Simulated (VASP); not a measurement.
# Band-edge properties of BiB (Fm-3m), part 2 of 3

Aim: the gap of BiB, the masses at its band edges and their response to strain. The cell is generated by rule, not measured, and may not be a known phase.

VASP 6.6.1, plane waves and PAW; the level of theory is named at each step.

So far. Step 3 (Bands on a dense mesh): At 4.0 GPa the cell is away from the equilibrium volume of this level: left free, it would expand.

The structure was built from a prototype and need not be the compound's stable phase.

## Step 4: Bands with spin-orbit coupling

This step: PBE, spin-orbit coupling; plane waves and PAW (B, Bi_d); invented cell (VASP 6.6.1).

Spin-orbit coupling can split and shift the band edges, more so for heavy elements, so the bands are solved again with spinors.

INCAR reads:

```
SYSTEM = BiB
PREC = Accurate
ENCUT = 420
EDIFF = 1E-06
NELM = 100
ISMEAR = 0
SIGMA = 0.02
LREAL = .FALSE.
ALGO = Normal
GGA = PE
LNONCOLLINEAR = .TRUE.
MAGMOM = 0 0 0 0 0 0
NBANDS = 30
GGA_COMPAT = .FALSE.
LASPH = .TRUE.
LSORBIT = .TRUE.
LORBIT = 11
LWAVE = .FALSE.
LCHARG = .FALSE.
KPAR = 4
ISIF = 2
```

POSCAR reads:

```
BiB
1.0
    0.0000000000      2.6000000000      2.6000000000
    2.6000000000      0.0000000000      2.6000000000
    2.6000000000      2.6000000000      0.0000000000
B Bi
1 1
Direct
    0.0000000000      0.0000000000      0.0000000000
    0.5000000000      0.5000000000      0.5000000000
```

KPOINTS reads:

```
Automatic mesh
0
Gamma
10 10 10
0 0 0
```

KPOINTS_OPT reads:

```
Line mode
16
Line-mode
Reciprocal
  0.00000000   0.00000000   0.00000000 GAMMA
  0.50000000   0.00000000   0.50000000 X

  0.50000000   0.00000000   0.50000000 X
  0.50000000   0.25000000   0.75000000 W

  0.50000000   0.25000000   0.75000000 W
  0.37500000   0.37500000   0.75000000 K

  0.37500000   0.37500000   0.75000000 K
  0.00000000   0.00000000   0.00000000 GAMMA

  0.00000000   0.00000000   0.00000000 GAMMA
  0.50000000   0.50000000   0.50000000 L

  0.50000000   0.50000000   0.50000000 L
  0.62500000   0.25000000   0.62500000 U

  0.62500000   0.25000000   0.62500000 U
  0.50000000   0.25000000   0.75000000 W

  0.50000000   0.25000000   0.75000000 W
  0.50000000   0.50000000   0.50000000 L

  0.50000000   0.50000000   0.50000000 L
  0.37500000   0.37500000   0.75000000 K

  0.62500000   0.25000000   0.62500000 U
  0.50000000   0.00000000   0.50000000 X
```

The projector-augmented-wave data sets are B and Bi_d (PBE family, release 64).

Command:

```sh
mpirun -np 4 vasp_ncl
```

What it wrote:

```text
[... set-up lines as in an earlier step ...]
 entering main loop
       N       E                     dE             d eps       ncg     rms          rms(c)
DAV:   1     0.170483284376E+03    0.17048E+03   -0.80321E+03  2828   0.129E+03
DAV:   2     0.761264535377E+01   -0.16287E+03   -0.15656E+03  2832   0.382E+02
DAV:   3    -0.857933434858E+01   -0.16192E+02   -0.15838E+02  3464   0.126E+02
DAV:   4    -0.915092644911E+01   -0.57159E+00   -0.56914E+00  3370   0.244E+01
DAV:   5    -0.917564352049E+01   -0.24717E-01   -0.24714E-01  4048   0.487E+00    0.262E+00
DAV:   6    -0.884520812963E+01    0.33044E+00   -0.51659E-01  3788   0.659E+00    0.884E-01
DAV:   7    -0.884161870295E+01    0.35894E-02   -0.11389E-01  3426   0.179E+00    0.500E-01
DAV:   8    -0.884150975743E+01    0.10895E-03   -0.60334E-03  3770   0.103E+00    0.346E-01
DAV:   9    -0.884179397201E+01   -0.28421E-03   -0.62459E-04  3680   0.258E-01    0.765E-02
DAV:  10    -0.884157742902E+01    0.21654E-03   -0.45723E-04  3800   0.313E-01    0.221E-02
DAV:  11    -0.884157928821E+01   -0.18592E-05   -0.54805E-05  3266   0.613E-02    0.983E-03
DAV:  12    -0.884157850167E+01    0.78654E-06   -0.38581E-06  2942   0.164E-02
   1 F= -.88415785E+01 E0= -.88413007E+01  d E =-.555584E-03  mag=     0.0000     0.0000    -0.0000
 Start KPOINTS_OPT (optional k-point list driver)
k-point batch [1-47\160]
       N       E                     dE             ncg
DAV:   1     0.292035137822E+04   -0.20810E+05     2834
DAV:   2    -0.482284940635E+04   -0.77432E+04     2820
DAV:   3    -0.557168033079E+04   -0.74883E+03     3594
DAV:   4    -0.559653873681E+04   -0.24858E+02     3406
DAV:   5    -0.559747351114E+04   -0.93477E+00     4016
DAV:   6    -0.559749222508E+04   -0.18714E-01     3798
DAV:   7    -0.559749252912E+04   -0.30404E-03     4002
DAV:   8    -0.559749253447E+04   -0.53517E-05     3240
DAV:   9    -0.559749253470E+04   -0.22912E-06     2134
[...]
k-point batch [142-160\160]
       N       E                     dE             ncg
DAV:   1     0.168180120071E+05   -0.10778E+05     1146
DAV:   2     0.137069723848E+05   -0.31110E+04     1156
DAV:   3     0.134176854012E+05   -0.28929E+03     1404
DAV:   4     0.134080046939E+05   -0.96807E+01     1454
DAV:   5     0.134076598288E+05   -0.34487E+00     1646
DAV:   6     0.134076554196E+05   -0.44092E-02     1566
DAV:   7     0.134076553081E+05   -0.11144E-03     1664
DAV:   8     0.134076553065E+05   -0.16800E-05     1352
DAV:   9     0.134076553064E+05   -0.83684E-07      890
```

Wall time 84 s (4 MPI ranks of AMD EPYC 7R43, shared host); peak memory 1 GiB; 5.5 min of CPU time.

From OUTCAR (step 4):

```text
The static configuration has the point symmetry O_h .

 Found     47 irreducible k-points:

   k-points           NKPTS =     47   k-points in BZ     NKDIM =     47   number of bands    NBANDS=     30

   NELECT =      18.0000    total number of electrons

 E-fermi :   8.5932

 k-point     1 :       0.0000    0.0000    0.0000
  band No.  band energies     occupation
    ...
     10     -12.8720      1.00000
     11      -5.7661      1.00000
     12      -5.7661      1.00000
     13       7.7098      1.00000
     14       7.7098      1.00000
     15       8.7607      0.00000
     16       8.7607      0.00000
     17       8.7607      0.00000
     18       8.7607      0.00000
     19       9.0513      0.00000
    ...

 k-point     2 :       0.1000    0.0000    0.0000
  band No.  band energies     occupation
    ...
     12      -5.6056      1.00000
     13       6.7328      1.00000
     14       6.7328      1.00000
     15       8.1895      1.00000
     16       8.1895      1.00000
     17       8.7910      0.00000
     18       8.7910      0.00000
     19      10.2090      0.00000
     20      10.2090      0.00000
     21      13.4155      0.00000
    ...

  Total        1.0305499      1.0305499      1.0305499      0.0000000      0.0000000     -0.0000000
  in kB       46.9709730     46.9709730     46.9709730      0.0000000      0.0000000     -0.0000000
  external PRESSURE =      46.9709730 kB  Pullay stress =       0.0000000 kB

 POSITION                                       TOTAL-FORCE (eV/Angst)
 -----------------------------------------------------------------------------------
      0.00000      0.00000      0.00000        -0.000000      0.000000     -0.000000
      2.60000      2.60000      2.60000         0.000000     -0.000000      0.000000
 -----------------------------------------------------------------------------------
    total drift:                                0.000000      0.000000      0.000000

  FREE ENERGIE OF THE ION-ELECTRON SYSTEM (eV)
  ---------------------------------------------------
  free  energy   TOTEN  =        -8.8415785017 eV

  energy  without entropy=       -8.8410229174  energy(sigma->0) =       -8.84130071

 Spin-Orbit-Coupling matrix elements
 Ion:    1  E_soc:     -0.0000944
 Ion:    2  E_soc:     -1.4299953

 total charge
# of ion       s       p       d       tot
------------------------------------------
    1        0.755   0.845   0.000   1.600
    2        1.495   1.364   9.983  12.842
--------------------------------------------------
tot          2.250   2.210   9.983  14.442

 magnetization (x)
# of ion       s       p       d       tot
------------------------------------------
    1       -0.000   0.000   0.000  -0.000
    2        0.000   0.000   0.000   0.000
--------------------------------------------------
tot          0.000   0.000   0.000   0.000

 magnetization (y)
# of ion       s       p       d       tot
------------------------------------------
    1        0.000   0.000   0.000   0.000
    2       -0.000  -0.000   0.000  -0.000
--------------------------------------------------
tot         -0.000  -0.000   0.000  -0.000

 magnetization (z)
# of ion       s       p       d       tot
------------------------------------------
    1        0.000  -0.000   0.000   0.000
    2       -0.000   0.000  -0.000   0.000
--------------------------------------------------
tot         -0.000   0.000  -0.000   0.000

[... 7 parts as in an earlier step ...]

[... 5 further parts left out ...]
```

LASPH is on here and off in the session's scalar semilocal runs, so a comparison with those holds both changes.

This step gave:

| Item | Value |
| --- | --- |
| SCF cycles | 12 |
| bands | 30 |
| irreducible k-points | 47 |
| free energy (TOTEN) | -8.842 eV |
| energy at zero smearing | -8.841 eV |
| Fermi energy | 8.593 eV |
| pressure | 4.697 GPa |

The spin moment in the PAW sphere vanishes on all atoms.

On-site spin-orbit energy by atom:

```csv
atom,on-site spin-orbit energy (eV)
B1,0.00
Bi2,-1.43
```

The electronic bands at the labelled points (eV, zero at the Fermi level; # counts the bands kept, so #1 is VASP's band 13):

| point | #1 | #2 | #3 | #4 | #5 | #6 | #7 | #8 |
| --- | --- | --- | --- | --- | --- | --- | --- | --- |
| Γ | -0.88 | -0.88 | 0.17 | 0.17 | 0.17 | 0.17 | 0.46 | 0.46 |
| 0.47 of the way | -3.31 | -3.31 | -2.05 | -2.05 | -1.27 | -1.27 | 0.09 | 0.09 |
| X | -6.46 | -6.46 | -3.96 | -3.96 | -3.33 | -3.33 | -2.64 | -2.64 |
| 0.47 of the way | -6.21 | -6.21 | -5.40 | -5.40 | -3.62 | -3.62 | -0.76 | -0.76 |
| W | -6.40 | -6.40 | -5.34 | -5.34 | -4.69 | -4.69 | 2.17 | 2.17 |
| 0.53 of the way | -6.63 | -6.63 | -5.54 | -5.54 | -3.51 | -3.51 | 0.70 | 0.70 |
| K | -6.75 | -6.75 | -5.66 | -5.66 | -2.16 | -2.16 | -0.75 | -0.75 |
| 0.53 of the way | -4.86 | -4.86 | -2.29 | -2.29 | 1.19 | 1.19 | 2.34 | 2.34 |
| Γ | -0.88 | -0.88 | 0.17 | 0.17 | 0.17 | 0.17 | 0.46 | 0.46 |
| 0.53 of the way | -5.21 | -5.21 | -0.17 | -0.17 | 0.43 | 0.43 | 2.56 | 2.56 |
| L | -8.57 | -8.57 | 0.85 | 0.85 | 1.01 | 1.01 | 1.09 | 1.09 |
| 0.47 of the way | -8.11 | -8.11 | -2.54 | -2.54 | -0.67 | -0.67 | 0.59 | 0.59 |
| U | -6.75 | -6.75 | -5.66 | -5.66 | -2.16 | -2.16 | -0.75 | -0.75 |
| 0.47 of the way | -6.63 | -6.63 | -5.54 | -5.54 | -3.51 | -3.51 | 0.70 | 0.70 |
| W | -6.40 | -6.40 | -5.34 | -5.34 | -4.69 | -4.69 | 2.17 | 2.17 |
| 0.53 of the way | -7.96 | -7.96 | -2.73 | -2.73 | -1.97 | -1.97 | 1.86 | 1.86 |
| L | -8.57 | -8.57 | 0.85 | 0.85 | 1.01 | 1.01 | 1.09 | 1.09 |
| 0.47 of the way | -8.11 | -8.11 | -2.54 | -2.54 | -0.67 | -0.67 | 0.59 | 0.59 |
| K | -6.75 | -6.75 | -5.66 | -5.66 | -2.16 | -2.16 | -0.75 | -0.75 |
| jump to U | -6.75 | -6.75 | -5.66 | -5.66 | -2.16 | -2.16 | -0.75 | -0.75 |
| 0.47 of the way | -6.30 | -6.30 | -5.33 | -5.33 | -2.79 | -2.79 | -1.75 | -1.75 |
| X | -6.46 | -6.46 | -3.96 | -3.96 | -3.33 | -3.33 | -2.64 | -2.64 |

Of the projections kept (B, Bi), the largest for each band there; the rest of the weight can lie on other orbitals:

| point | #1 | #2 | #3 | #4 | #5 | #6 | #7 | #8 |
| --- | --- | --- | --- | --- | --- | --- | --- | --- |
| Γ | Bi 0.55 | Bi 0.55 | B 0.66 | B 0.66 | B 0.66 | B 0.66 | B 0.59 | B 0.59 |
| X | Bi 0.70 | Bi 0.70 | B 0.69 | B 0.69 | Bi 0.61 | Bi 0.61 | Bi 0.55 | Bi 0.55 |
| W | B 0.67 | B 0.67 | Bi 0.63 | Bi 0.63 | Bi 0.65 | Bi 0.65 | B 0.76 | B 0.76 |
| K | B 0.61 | B 0.61 | Bi 0.65 | Bi 0.65 | Bi 0.58 | Bi 0.58 | B 0.53 | B 0.53 |
| Γ | Bi 0.55 | Bi 0.55 | B 0.66 | B 0.66 | B 0.66 | B 0.66 | B 0.59 | B 0.59 |
| L | B 0.57 | B 0.57 | Bi 0.93 | Bi 0.93 | B 0.83 | B 0.83 | B 0.84 | B 0.84 |

## Step 5: Orbitals for bands with HSE06

This step: PBE; plane waves and PAW (B, Bi_d); invented cell (VASP 6.6.1).

The hybrid starts from PBE orbitals, which saves many expensive cycles.

INCAR reads:

```
SYSTEM = BiB
PREC = Accurate
ENCUT = 420
EDIFF = 1E-05
NELM = 100
ISMEAR = 0
SIGMA = 0.02
LREAL = .FALSE.
ALGO = Normal
GGA = PE
NBANDS = 15
LORBIT = 11
LWAVE = .TRUE.
LCHARG = .FALSE.
KPAR = 4
```

POSCAR is that of step 4.

KPOINTS reads:

```
Automatic mesh
0
Gamma
6 6 6
0 0 0
```

Command:

```sh
mpirun -np 4 vasp_std
```

What it wrote:

```text
[... set-up lines as in an earlier step ...]
 entering main loop
       N       E                     dE             d eps       ncg     rms          rms(c)
DAV:   1     0.111804479345E+03    0.11180E+03   -0.88024E+03   480   0.129E+03
DAV:   2    -0.172100449706E+01   -0.11353E+03   -0.10991E+03   543   0.310E+02
DAV:   3    -0.838886153684E+01   -0.66679E+01   -0.66052E+01   578   0.764E+01
DAV:   4    -0.853499376367E+01   -0.14613E+00   -0.14610E+00   601   0.124E+01
DAV:   5    -0.854069889372E+01   -0.57051E-02   -0.57051E-02   645   0.222E+00    0.287E+00
DAV:   6    -0.814724023920E+01    0.39346E+00   -0.84732E-01   633   0.749E+00    0.910E-01
DAV:   7    -0.814390228550E+01    0.33380E-02   -0.99909E-02   571   0.167E+00    0.479E-01
DAV:   8    -0.814404460106E+01   -0.14232E-03   -0.54996E-03   606   0.102E+00    0.564E-02
DAV:   9    -0.814393514098E+01    0.10946E-03   -0.31429E-04   675   0.258E-01    0.315E-02
DAV:  10    -0.814392179608E+01    0.13345E-04   -0.10159E-04   649   0.130E-01    0.113E-02
DAV:  11    -0.814392241083E+01   -0.61475E-06   -0.10381E-05   359   0.380E-02
   1 F= -.81439224E+01 E0= -.81435096E+01  d E =-.825558E-03
 writing wavefunctions
```

The job ended after 3.2 s (4 MPI ranks; peak memory 0.48 GiB).

Parts of OUTCAR (step 5):

```text
   k-points           NKPTS =     16   k-points in BZ     NKDIM =     16   number of bands    NBANDS=     15

   NELECT =      18.0000    total number of electrons

 E-fermi :   8.6465

 k-point     1 :       0.0000    0.0000    0.0000
  band No.  band energies     occupation
    ...
      5     -14.1663      2.00000
      6      -5.7970      2.00000
      7       8.5370      2.00000
      8       8.5370      2.00000
      9       8.5370      2.00000
     10       9.0636      0.00000
     11      15.4848      0.00000
     12      15.4848      0.00000
     13      15.4848      0.00000
     14      17.1836      0.00000
    ...

  Total        0.9461167      0.9461167      0.9461167      0.0000000      0.0000000      0.0000000
  in kB       43.1226310     43.1226310     43.1226310      0.0000000      0.0000000      0.0000000
  external PRESSURE =      43.1226310 kB  Pullay stress =       0.0000000 kB

  FREE ENERGIE OF THE ION-ELECTRON SYSTEM (eV)
  ---------------------------------------------------
  free  energy   TOTEN  =        -8.1439224108 eV

  energy  without entropy=       -8.1430968528  energy(sigma->0) =       -8.14350963

[... 7 parts as in an earlier step ...]

[... 10 further parts left out ...]
```

The k-mesh is coarse for a metal.

Numbers from this step:

* SCF cycles: 11
* bands: 15
* irreducible k-points: 16
* free energy (TOTEN): -8.144 eV
* energy at zero smearing: -8.144 eV
* Fermi energy: 8.646 eV
* pressure: 4.312 GPa

The run ends at a pressure of 4.31 GPa.

[end of part 2 of 3]

[Lines on the potential files, build, host, timing and source positions are cut from VASP's logs without a mark.]

[Logs are printed without paths, hosts, clocks, repeated set-up lines and the standing remarks that a program may print on its own settings, such as how far it seeks lower states.]

[Hosts, paths, dates, database ids (printed as entryN), source tags and the programs' standing remarks are cut or masked in the printed files.]

[In band tables of VASP the shares of atoms and orbitals are scaled to a sum of 1 inside the atoms' spheres.]

[Gaps and slopes under strain along one axis are those of the sampled path and mesh points; where strain splits equal valleys, another of them can be the edge.]
